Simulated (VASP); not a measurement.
Input:

```
CELL_PARAMETERS angstrom
      0.00000     2.81955     2.81955
      2.81955     0.00000     2.81955
      2.81955     2.81955     0.00000
ATOMIC_POSITIONS crystal
  Mn 0.00000 0.00000 0.00000
  S  0.25000 0.25000 0.25000
```
Starting moments (μB, in the order of the record's atoms Mn S): 4.5 0.1.

Calculation: r2SCAN meta-GGA, VASP's PBE PAW potentials (set 64) (plane waves; VASP 6.6.1). Numerical set-up: 400 eV cut-off, 9×9×9 Γ-centred mesh, tetrahedra with Blöchl corrections, potentials Mn_pv S.

The moments were started parallel, and other spin orders were not tried in this run.

### Question
What does the run give for the cell moment, energy per atom (σ→0), band gap (over mesh and band path) with the smallest direct gap where there is one?

### Answer

```
Item                                                        Result
---------------------------------------------  -------------------
band gap (over mesh and band path)                         0.71 eV
smallest direct gap (over mesh and band path)              1.23 eV
cell moment                                                5.00 μB
energy per atom (σ→0)                          -1200.4 kJ/mol-atom
```

### Question
Give the moment on each site (PAW-sphere projection).

### Answer

| site | moment (μB) |
|---|---|
| Mn1 | 4.47 |
| S2 | 0.07 |

The structure was generated: MnS was put into the zinc blende type (F-43m), which need not be its known phase. It was relaxed first.
